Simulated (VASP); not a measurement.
Here is the system:

```
CSi
1.0
    1.53613    -2.66066     0.00000
    1.53613     2.66066     0.00000
    0.00000     0.00000     5.04456
Si C
2 2
Direct
  0.66667   0.33333   0.49961
  0.33333   0.66667   0.99961
  0.66667   0.33333   0.87539
  0.33333   0.66667   0.37539
```

Method: MS2 meta-GGA, VASP's PBE PAW potentials (set 64) (plane waves; VASP). Run with 520 eV cut-off, 9×9×5 Γ-centred mesh, tetrahedra with Blöchl corrections, potentials Si C.

The cores are frozen, which limits the accuracy of field gradients.

Give the principal components of the electric field gradient (V/Å²) and the asymmetry η at each nucleus.

| atom | Vxx | Vyy | Vzz | η |
|---|---|---|---|---|
| Si1 | -1.6 | -1.6 | 3.3 | 0.00 |
| Si2 | -1.6 | -1.6 | 3.3 | 0.00 |
| C3 | -1.2 | -1.2 | 2.3 | 0.00 |
| C4 | -1.2 | -1.2 | 2.3 | 0.00 |

The compound is SiC in the wurtzite structure, the rare 2H polytype. It was relaxed first.
